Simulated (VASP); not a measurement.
OSZICAR of a VASP run on FeNi₃:

### OSZICAR
```
       N       E                     dE             d eps       ncg     rms          rms(c)
DAV:   1     0.655060381722E+03    0.65506E+03   -0.34873E+04  2016   0.976E+02
DAV:   2    -0.244977553904E+02   -0.67956E+03   -0.63307E+03  1992   0.270E+02
DAV:   3    -0.782780239372E+02   -0.53780E+02   -0.50399E+02  2131   0.102E+02
DAV:   4    -0.792331002976E+02   -0.95508E+00   -0.95175E+00  2176   0.153E+01
DAV:   5    -0.792554062210E+02   -0.22306E-01   -0.22305E-01  2992   0.158E+00    0.368E+01
DAV:   6    -0.794493987794E+02   -0.19399E+00   -0.91071E+01  2153   0.110E+02    0.603E+01
DAV:   7    -0.766004451428E+02    0.28490E+01   -0.64931E+01  2113   0.130E+02    0.626E+01
DAV:   8    -0.766732811927E+02   -0.72836E-01   -0.93940E+01  2250   0.755E+01    0.614E+01
DAV:   9    -0.622593309510E+02    0.14414E+02   -0.51474E+01  2346   0.636E+01    0.314E+01
DAV:  10    -0.615545738337E+02    0.70476E+00   -0.15834E+01  2156   0.727E+01    0.418E+01
DAV:  11    -0.590694901913E+02    0.24851E+01   -0.18212E+01  2237   0.629E+01    0.220E+01
DAV:  12    -0.623095913255E+02   -0.32401E+01   -0.75978E+00  2204   0.424E+01    0.220E+01
DAV:  13    -0.625890620270E+02   -0.27947E+00   -0.45779E+00  2189   0.348E+01    0.154E+01
DAV:  14    -0.626537442634E+02   -0.64682E-01   -0.28304E+00  2201   0.278E+01    0.126E+01
DAV:  15    -0.636908844476E+02   -0.10371E+01   -0.23447E+00  2138   0.220E+01    0.107E+01
DAV:  16    -0.646294884622E+02   -0.93860E+00   -0.12150E+00  2061   0.170E+01    0.905E+00
DAV:  17    -0.669084120766E+02   -0.22789E+01   -0.25337E+00  2049   0.144E+01    0.964E+00
DAV:  18    -0.679021165386E+02   -0.99370E+00   -0.13027E+00  2071   0.165E+01    0.108E+01
DAV:  19    -0.680659768533E+02   -0.16386E+00   -0.10703E+00  2064   0.120E+01    0.446E+00
DAV:  20    -0.684618165194E+02   -0.39584E+00   -0.43360E-01  2175   0.705E+00    0.448E+00
DAV:  21    -0.687519136920E+02   -0.29010E+00   -0.33105E-01  2045   0.616E+00    0.241E+00
DAV:  22    -0.690781673564E+02   -0.32625E+00   -0.33707E-01  2040   0.245E+00    0.155E+00
DAV:  23    -0.693018883971E+02   -0.22372E+00   -0.15985E-01  2120   0.174E+00    0.135E+00
DAV:  24    -0.693791518519E+02   -0.77263E-01   -0.10405E-01  2185   0.184E+00    0.816E-01
DAV:  25    -0.694750854169E+02   -0.95934E-01   -0.43358E-02  2149   0.138E+00    0.537E-01
DAV:  26    -0.695230873729E+02   -0.48002E-01   -0.12195E-02  2104   0.731E-01    0.402E-01
DAV:  27    -0.695667833840E+02   -0.43696E-01   -0.68949E-03  2079   0.466E-01    0.334E-01
DAV:  28    -0.696353453675E+02   -0.68562E-01   -0.72714E-03  2039   0.385E-01    0.245E-01
DAV:  29    -0.697231934364E+02   -0.87848E-01   -0.10895E-02  2058   0.374E-01    0.215E-01
DAV:  30    -0.697406248135E+02   -0.17431E-01   -0.11187E-03  2082   0.293E-01    0.105E-01
DAV:  31    -0.697581823397E+02   -0.17558E-01   -0.70947E-04  2065   0.155E-01    0.772E-02
DAV:  32    -0.697710185723E+02   -0.12836E-01   -0.60028E-04  2058   0.148E-01    0.448E-02
DAV:  33    -0.697771315549E+02   -0.61130E-02   -0.41943E-04  2071   0.783E-02    0.315E-02
DAV:  34    -0.697796285600E+02   -0.24970E-02   -0.15579E-04  2042   0.436E-02    0.275E-02
DAV:  35    -0.697800398955E+02   -0.41134E-03   -0.12914E-04  2063   0.469E-02    0.289E-02
DAV:  36    -0.697801662257E+02   -0.12633E-03   -0.28840E-05  2044   0.536E-02    0.147E-02
DAV:  37    -0.697802605352E+02   -0.94309E-04   -0.18731E-05  2033   0.255E-02    0.120E-02
DAV:  38    -0.697804158690E+02   -0.15533E-03   -0.22345E-05  2027   0.240E-02    0.718E-03
DAV:  39    -0.697805059585E+02   -0.90089E-04   -0.73242E-06  1943   0.138E-02    0.420E-03
DAV:  40    -0.697806240262E+02   -0.11807E-03   -0.75854E-06  1809   0.701E-03    0.277E-03
DAV:  41    -0.697806686603E+02   -0.44634E-04   -0.26553E-06  1608   0.392E-03    0.209E-03
DAV:  42    -0.697806847360E+02   -0.16076E-04   -0.12475E-06  1418   0.281E-03    0.206E-03
DAV:  43    -0.697806875035E+02   -0.27675E-05   -0.23383E-07  1348   0.251E-03    0.157E-03
DAV:  44    -0.697806881710E+02   -0.66751E-06   -0.57648E-08  1296   0.182E-03
   1 F= -.69780688E+02 E0= -.69771236E+02  d E =-.189047E-01  mag=    14.5621
```

Which electronic solver shows in the log?

It is blocked Davidson (ALGO = Normal, or the opening steps of other solvers). The INCAR had ALGO = Normal.

How was spin treated?

Collinear spin (ISPIN = 2): the summary line carries one mag value, 14.56 μB in the cell.

Can the final energy be trusted as converged?

The calculation finished and met its thresholds. It stopped with EDIFF = 1E-6, NELM = 100 (PBE GGA, plane waves, VASP's PBE PAW potentials (set 64)).  The cell holds a wide vacuum, so values per volume refer to the whole cell.

The cell is a sheet with vacuum, built from a generated structure.
